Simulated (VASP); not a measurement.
Output of a VASP run:

File OSZICAR:
```
       N       E                     dE             d eps       ncg     rms          rms(c)
DAV:   1     0.372354948092E+03    0.37235E+03   -0.20621E+04  1928   0.324E+03
DAV:   2     0.288907037609E+02   -0.34346E+03   -0.32808E+03  1900   0.522E+02
DAV:   3    -0.159517391130E+02   -0.44842E+02   -0.43591E+02  2380   0.217E+02
DAV:   4    -0.171952006754E+02   -0.12435E+01   -0.12404E+01  2374   0.369E+01
DAV:   5    -0.172101696564E+02   -0.14969E-01   -0.14966E-01  2458   0.362E+00    0.111E+01
DAV:   6    -0.156232692122E+02    0.15869E+01   -0.16772E+01  2696   0.106E+02    0.610E+00
DAV:   7    -0.149242574290E+02    0.69901E+00   -0.37690E+00  2274   0.658E+01    0.183E+00
DAV:   8    -0.149195860060E+02    0.46714E-02   -0.28238E-01  2416   0.486E+00    0.102E+00
DAV:   9    -0.148991542966E+02    0.20432E-01   -0.14036E-02  2936   0.335E+00    0.117E-01
DAV:  10    -0.148993894598E+02   -0.23516E-03   -0.48791E-03  2814   0.822E-01    0.857E-02
DAV:  11    -0.148992920802E+02    0.97380E-04   -0.39999E-04  2996   0.492E-01    0.190E-02
DAV:  12    -0.148993022029E+02   -0.10123E-04   -0.84305E-05  2340   0.108E-01    0.859E-03
DAV:  13    -0.148993011252E+02    0.10777E-05   -0.26978E-06  1330   0.315E-02    0.112E-03
DAV:  14    -0.148993010221E+02    0.10308E-06   -0.66499E-07   960   0.116E-02
   1 F= -.53713160E+01 E0= -.53712983E+01  d E =-.537132E+01
```

OUTCAR:
```
------------------------ aborting loop because EDIFF is reached ----------------------------------------
  FORCE on cell =-STRESS in cart. coord.  units (eV):
  Direction    XX          YY          ZZ          XY          YZ          ZX
  --------------------------------------------------------------------------------------
  Total        9.5417294      9.5417325      9.5302065      0.0000000      0.0000000      0.0000000
  in kB      450.6491394    450.6492872    450.1049191      0.0000000      0.0000000      0.0000000
  external PRESSURE =       0.4677819 kB  Pullay stress =     450.0000000 kB
  volume of cell :       33.92
      direct lattice vectors                 reciprocal lattice vectors
     2.431556068  0.000000000  0.000000000     0.411259281  0.237440618  0.000000000
    -1.215778034  2.105789671  0.000000000     0.000000000  0.474881235  0.000000000
     0.000000000  0.000000000  6.625213129     0.000000000  0.000000000  0.150938540
 POSITION                                       TOTAL-FORCE (eV/Angst)
 -----------------------------------------------------------------------------------
     -0.00000      1.40386      0.33380         0.000000     -0.000000     -0.000127
      1.21578      0.70193      3.64641         0.000000     -0.000000     -0.000127
     -0.00000      1.40386      2.15065        -0.000000     -0.000000      0.000127
      1.21578      0.70193      5.46326        -0.000000      0.000000      0.000127
 -----------------------------------------------------------------------------------
    total drift:                               -0.002086      0.001206     -0.000729
  FREE ENERGIE OF THE ION-ELECTRON SYSTEM (eV)
  ---------------------------------------------------
  free  energy   TOTEN  =       -14.8993010221 eV

  energy  without entropy=      -14.8992655707  energy(sigma->0) =      -14.89928330
  enthalpy is  TOTEN    =        -5.3713160263 eV   P V=        9.5279849957

 reached required accuracy - stopping structural energy minimisation
```
(Selected blocks of OUTCAR.)

File POSCAR:
```
CuF
1
    2.4315560682     0.0000000000     0.0000000000
   -1.2157780340     2.1057896712     0.0000000000
   -0.0000000000     0.0000000000     6.6252131287
Cu F
2 2
Direct
  0.3333330000   0.6666670000   0.0503839567
  0.6666670000   0.3333330000   0.5503839567
  0.3333330000   0.6666670000   0.3246160433
  0.6666670000   0.3333330000   0.8246160433
```

Task: Reconstruct the remaining input files.

Result: One answer among several that fit: the input of the run itself, PBEsol GGA, plane waves, VASP's PBE PAW potentials (set 64).

### INCAR
```
SYSTEM = CuF
PREC = Accurate; ENCUT = 620; LREAL = .FALSE.
LASPH = .TRUE.
EDIFF = 1E-6; NELM = 100; ALGO = Normal
LMAXMIX = 4
ISMEAR = 0; SIGMA = 0.05
GGA = PS
IBRION = 2; NSW = 40; ISIF = 3
EDIFFG = -0.02; PSTRESS = 450
LWAVE = .FALSE.; LCHARG = .FALSE.
```

**KPOINTS**
```
Automatic mesh
0
Gamma
10 10 4
0 0 0
```

POTCAR, in this order: Cu F (PBE.64 set). Program: vasp_std.

The structure was generated: CuF was put into the wurtzite type (P6_3mc), which need not be its known phase. It was relaxed first under an external pressure of 45 GPa.
